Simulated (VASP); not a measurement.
Energy against volume of BaF₂ (fluorite). Calculation: AM05 GGA, VASP's PBE PAW potentials (set 64) (plane waves; VASP). Numerical set-up: 520 eV cut-off, 6×6×6 Γ-centred mesh, Gaussian smearing of 0.050 eV, potentials Ba_sv F.

```
V (Å³/atom)  E (eV/atom)
-----------  -----------
19.431          -5.70913
20.032          -5.71341
20.633          -5.71130
21.234          -5.70373
```

Fit these four points and predict the energy of the run at 18.830 Å³/atom.

A cubic in V^(−2/3), the third-order Birch-Murnaghan form, passes through the four points with V0 = 20.12 Å³/atom and B0 = 56 GPa, and gives -5.6974 eV/atom there. The run gave -5.6972 eV/atom, +0.1 meV/atom from the fit; all five points give B0 = 56 GPa.

The compound is BaF2 in the fluorite structure. It was relaxed first.
